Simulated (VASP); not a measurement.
```
PbO
1.0
    4.07209     0.00000     0.00000
    0.00000     4.07209     0.00000
    0.00000     0.00000     5.09367
Pb O
2 2
Cartesian
  2.03604   0.00000   3.89169
  0.00000   2.03604   1.20198
  2.03604   2.03604   0.00000
  0.00000   0.00000   0.00000
```

Computed with rev-vdW-DF2, VASP's PBE PAW potentials (set 64) (plane waves; VASP 6.6.1). Numerical set-up: 520 eV cut-off, 6×6×5 Γ-centred mesh, Gaussian smearing of 0.050 eV, potentials Pb_d O.

The ions and cell shape at fixed volume are relaxed. Give the cell that the relaxation ends in.

```
PbO
1.0
    4.03771     0.00000     0.00000
    0.00000     4.03771     0.00000
    0.00000     0.00000     5.18078
Pb O
2 2
Direct
  0.50000   0.00000   0.77004
  0.00000   0.50000   0.22996
  0.50000   0.50000   0.00000
  0.00000   0.00000   0.00000
```
Space group P4/nmm (129), at a tolerance of 0.03 Å.

How much energy does the relaxation gain?

The energy (σ→0) changes by -3.2 meV/atom, in 6 ionic steps.

The compound is PbO in the litharge structure. This cell is one point of a volume scan, at 1.03 of the reference volume. Symmetry was kept, so distortions that lower it aren't found.
